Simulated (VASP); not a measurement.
Method: PBE GGA, VASP's PBE PAW potentials (set 64) (plane waves; VASP 6.6.1).

VASP ran on this input.

POSCAR:
```
Ta
1.0
 -1.5685513716   1.5685513716   1.5685513716
  1.5685513716  -1.5685513716   1.5685513716
  1.5685513716   1.5685513716  -1.5685513716
Ta
1
direct
  0.0000000000   0.0000000000   0.0000000000
```

**INCAR**
```
# general
SYSTEM   =  Ta
PREC     =  Accurate
ENCUT    =  500   # plane-wave cut-off (eV)
LREAL    =  .FALSE.   # projection in real space or not
LASPH    =  .TRUE.   # aspherical one-centre terms

# electronic loop
EDIFF    =  1E-6   # SCF stop (eV)
NELM     =  100
ALGO     =  Normal
LMAXMIX  =  6

# smearing
ISMEAR   =  1
SIGMA    =  0.1

# functional
GGA      =  PE

# ions
IBRION   =  2   # conjugate gradients
NSW      =  40   # most ionic steps
ISIF     =  3   # ions, shape and volume
EDIFFG   =  -0.02   # ionic stop
PSTRESS  =  450   # kbar

# output
LWAVE    =  .FALSE.
LCHARG   =  .FALSE.
```

### KPOINTS
```
Automatic mesh
0
Gamma
16 16 16
0 0 0
```

POTCAR, in this order: Ta_pv (PBE.64 set). Program: vasp_std.

The resulting files:

OSZICAR:
```
       N       E                     dE             d eps       ncg     rms          rms(c)
DAV:   1     0.431794721966E+02    0.43179E+02   -0.64948E+03  2610   0.116E+03
DAV:   2    -0.112315065392E+02   -0.54411E+02   -0.53580E+02  3426   0.242E+02
DAV:   3    -0.118109205622E+02   -0.57941E+00   -0.56629E+00  2934   0.244E+01
DAV:   4    -0.118142432594E+02   -0.33227E-02   -0.33166E-02  3022   0.159E+00
DAV:   5    -0.118142653895E+02   -0.22130E-04   -0.22130E-04  2908   0.101E-01    0.178E+01
DAV:   6    -0.115471231177E+02    0.26714E+00   -0.24724E-01  2707   0.645E+00    0.936E+00
DAV:   7    -0.114549639673E+02    0.92159E-01   -0.24179E-01  2725   0.611E+00    0.473E-01
DAV:   8    -0.114536919452E+02    0.12720E-02   -0.36775E-03  2868   0.815E-01    0.726E-02
DAV:   9    -0.114536963350E+02   -0.43898E-05   -0.36885E-05  2916   0.862E-02    0.352E-02
DAV:  10    -0.114536930380E+02    0.32970E-05   -0.30940E-06  2926   0.261E-02    0.431E-03
DAV:  11    -0.114536932154E+02   -0.17742E-06   -0.90409E-08  1380   0.458E-03
   1 F= -.71180038E+01 E0= -.71180007E+01  d E =-.711800E+01
```

**OUTCAR**
```
------------------------ aborting loop because EDIFF is reached ----------------------------------------
  FORCE on cell =-STRESS in cart. coord.  units (eV):
  Direction    XX          YY          ZZ          XY          YZ          ZX
  --------------------------------------------------------------------------------------
  Total        4.3463557      4.3463557      4.3463557      0.0000000      0.0000000      0.0000000
  in kB      451.1070508    451.1070508    451.1070508      0.0000000      0.0000000      0.0000000
  external PRESSURE =       1.1070508 kB  Pullay stress =     450.0000000 kB
  volume of cell :       15.44
      direct lattice vectors                 reciprocal lattice vectors
    -1.568551372  1.568551372  1.568551372     0.000000000  0.318765460  0.318765460
     1.568551372 -1.568551372  1.568551372     0.318765460  0.000000000  0.318765460
     1.568551372  1.568551372 -1.568551372     0.318765460  0.318765460  0.000000000
 POSITION                                       TOTAL-FORCE (eV/Angst)
 -----------------------------------------------------------------------------------
      0.00000      0.00000      0.00000        -0.000000      0.000000      0.000000
 -----------------------------------------------------------------------------------
    total drift:                                0.000000      0.000000      0.000000
  FREE ENERGIE OF THE ION-ELECTRON SYSTEM (eV)
  ---------------------------------------------------
  free  energy   TOTEN  =       -11.4536932154 eV

  energy  without entropy=      -11.4536837596  energy(sigma->0) =      -11.45369006
  enthalpy is  TOTEN    =        -7.1180038099 eV   P V=        4.3356894055

 reached required accuracy - stopping structural energy minimisation
```
(Selected blocks of OUTCAR.)

**OUTCAR**
```
 val. band max:        6.8322803321   @ k =   0.3125   0.0000   0.0000

 cond. band min:       6.8495191601   @ k =  -0.3750   0.5000   0.0625


 Fermi energy:         6.8414250123

 k-point     1 :       0.0000    0.0000    0.0000
  band No.  band energies     occupation
      1     -25.6245      2.00000
      2     -25.6245      2.00000
      3     -25.6245      2.00000
      4      -1.6617      2.00000
      5       7.5170     -0.00000
      6       7.5170     -0.00000
      7       7.5170     -0.00000
      8      11.3631      0.00000
      9      11.3631      0.00000

 k-point     2 :       0.0625    0.0000    0.0000
  band No.  band energies     occupation
      1     -25.7072      2.00000
      2     -25.6487      2.00000
      3     -25.6253      2.00000
      4      -1.4475      2.00000
      5       7.3739     -0.00000
      6       7.4762     -0.00000
      7       7.7270     -0.00000
      8      11.1188      0.00000
      9      11.3598      0.00000

 k-point     3 :       0.1250    0.0000    0.0000
  band No.  band energies     occupation
      1     -25.9376      2.00000
      2     -25.7169      2.00000
      3     -25.6275      2.00000
      4      -0.8428      2.00000
      5       6.9914     -0.05534
      6       7.2954     -0.00000
      7       8.3483     -0.00000
      8      10.6808      0.00000
      9      11.3683      0.00000

 k-point     4 :       0.1875    0.0000    0.0000
  band No.  band energies     occupation
      1     -26.2692      2.00000
      2     -25.8175      2.00000
      3     -25.6309      2.00000
      4       0.0326      2.00000
      5       6.4753      2.00000
      6       6.9313     -0.02251
      7       9.3549      0.00000
      8      10.5099      0.00000
      9      11.4296      0.00000

 k-point     5 :       0.2500    0.0000    0.0000
  band No.  band energies     occupation
      1     -26.6423      2.00000
      2     -25.9340      2.00000
      3     -25.6350      2.00000
...
```

Unless said otherwise, spin-orbit coupling is left out, though it shifts the bands of the heavy elements here.

The compound is Ta in the bcc structure. It was relaxed first under an external pressure of 45 GPa.
